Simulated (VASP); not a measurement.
These are r2SCAN meta-GGA, VASP's PBE PAW potentials (set 64) (plane waves; VASP) values and carry that method's errors.

VASP ran on this input.

**INCAR**
```
PREC=Accurate
ISIF=3   ! ions, shape and volume
LREAL=.FALSE.
SIGMA=0.05
SYSTEM=InAs
ALGO=Normal
ENCUT=520   ! plane-wave cut-off (eV)
EDIFFG=-0.01   ! ionic stop
EDIFF=1E-6
LCHARG=.FALSE.
ISMEAR=0
LWAVE=.FALSE.
IBRION=2   ! conjugate gradients
METAGGA=R2SCAN
NELM=100   ! most electronic steps
LMIXTAU=.TRUE.
NSW=60   ! most ionic steps
LMAXMIX=4
LASPH=.TRUE.
```

KPOINTS:
```
kpoints
0
G
7 7 7
0 0 0
```

File POSCAR:
```
InAs
1
    0.0000000000     3.0548384280     3.0548384280
    3.0548384280     0.0000000000     3.0548384280
    3.0548384280     3.0548384280     0.0000000000
In As
1 1
Direct
  0.0000000000   0.0000000000   0.0000000000
  0.2500000000   0.2500000000   0.2500000000
```

POTCAR, in this order: In_d As (PBE.64 set). Program: vasp_std.

Unless said otherwise, spin-orbit coupling is left out, though it shifts the bands of the heavy elements here.

Task: Predict the energy per atom (σ→0), band gap (on the k-mesh).

Result: 
| Property | Result |
|---|---|
| energy per atom (σ→0) | -19.027 eV/atom |
| band gap (on the k-mesh) | 0.08 eV |

OSZICAR:
```
...
DAV:  14    -0.380548324364E+02   -0.17928E-02   -0.10145E-03   540   0.358E-01    0.448E-02
DAV:  15    -0.380548168437E+02    0.15593E-04   -0.31289E-04   575   0.209E-01    0.358E-02
DAV:  16    -0.380548663814E+02   -0.49538E-04   -0.53417E-05   540   0.938E-02    0.269E-02
DAV:  17    -0.380548915177E+02   -0.25136E-04   -0.11879E-05   595   0.354E-02    0.197E-02
DAV:  18    -0.380548953326E+02   -0.38149E-05   -0.32128E-06   572   0.193E-02    0.148E-02
DAV:  19    -0.380548942016E+02    0.11310E-05   -0.22759E-05   571   0.481E-02    0.448E-03
DAV:  20    -0.380548944271E+02   -0.22543E-06   -0.19893E-06   585   0.146E-02
   1 F= -.38054894E+02 E0= -.38054820E+02  d E =-.380549E+02
```

The compound is InAs in the zinc blende structure. It was relaxed first. The start is the result of an earlier pass.
